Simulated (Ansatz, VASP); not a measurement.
# Cs3AsAu: VASP beside Ansatz

```xyz
5
Lattice="6.0680 0.0000 0.0000 0.0000 6.0680 0.0000 0.0000 0.0000 6.0680" Properties=species:S:1:pos:R:3 pbc="T T T"
Cs    3.0340    0.0000    0.0000
Cs    0.0000    3.0340    0.0000
Cs    0.0000    0.0000    3.0340
As    0.0000    0.0000    0.0000
Au    3.0340    3.0340    3.0340
```

Alike in both runs: task single point; functional PBE; k mesh 4 × 4 × 4; occupations gaussian, width 0.1 eV; no spin polarisation.

|  | VASP | Ansatz |
| --- | --- | --- |
| version | VASP 6.6.1 | Ansatz 0.2.0 |
| potentials or method | VASP PAW PBE potentials, release 64 (Cs_sv, As, Au) | scalar-relativistic, plane waves, PAW |
| plane-wave cutoff (eV) | 520 | 420 |
| valence electrons in the cell | 43 | 61 |

```tsv
	VASP	Ansatz	Ansatz less VASP
gap on the k mesh at the Fermi level (eV)	none	none	-
pressure (GPa)	5.9	5.7	-0.14
```

A gap of «none» marks a metal or a gap that the smearing closes. The two sets of potentials don't hold the same shells in valence.

The runs have no spin-orbit coupling, so splittings on Au, Cs are missing.
